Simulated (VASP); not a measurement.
These are AM05 GGA, VASP's PBE PAW potentials (set 64) (plane waves; VASP) values and carry that method's errors.

Input for VASP

INCAR:
```
PREC = Accurate
LMAXMIX = 4   # l cut-off of mixed one-centre charges
SYSTEM = Fe
GGA = AM   # AM05
ISMEAR = 1   # Methfessel-Paxton
SIGMA = 0.1
NELM = 100   # most electronic steps
EDIFFG = -0.01   # ionic stop
ENCUT = 520   # plane-wave cut-off (eV)
LORBIT = 10
ISIF = 3   # ions, shape and volume
LASPH = .TRUE.   # aspherical one-centre terms
ALGO = Normal   # blocked Davidson
LREAL = .FALSE.   # projection in real space or not
LCHARG = .FALSE.
LWAVE = .FALSE.
IBRION = 2
ISPIN = 2   # spin-polarised
NSW = 60   # most ionic steps
MAGMOM = 2.1
EDIFF = 1E-6   # SCF stop (eV)
```

File KPOINTS:
```
Automatic mesh
0
Gamma
16 16 16
0 0 0
```

File POSCAR:
```
Fe
1
   -1.3925266762     1.3925266762     1.3925266762
    1.3925266762    -1.3925266762     1.3925266762
    1.3925266762     1.3925266762    -1.3925266762
Fe
1
Direct
  0.0000000000   0.0000000000   1.0000000000
```

POTCAR, in this order: Fe (PBE.64 set). Program: vasp_std.

Task: What will the output report for the number of irreducible k-points (NKPTS), largest plane-wave count, number of space-group operations, FFT grid (NGX, NGY, NGZ)?

Result: 
The number of irreducible k-points (NKPTS) is 145. The largest plane-wave count is 321. The number of space-group operations is 48 and the FFT grid (NGX, NGY, NGZ) is 18 × 18 × 18.

The compound is Fe in the bcc structure. This run relaxes it. Symmetry was kept, so distortions that lower it aren't found. The start is the result of an earlier pass.
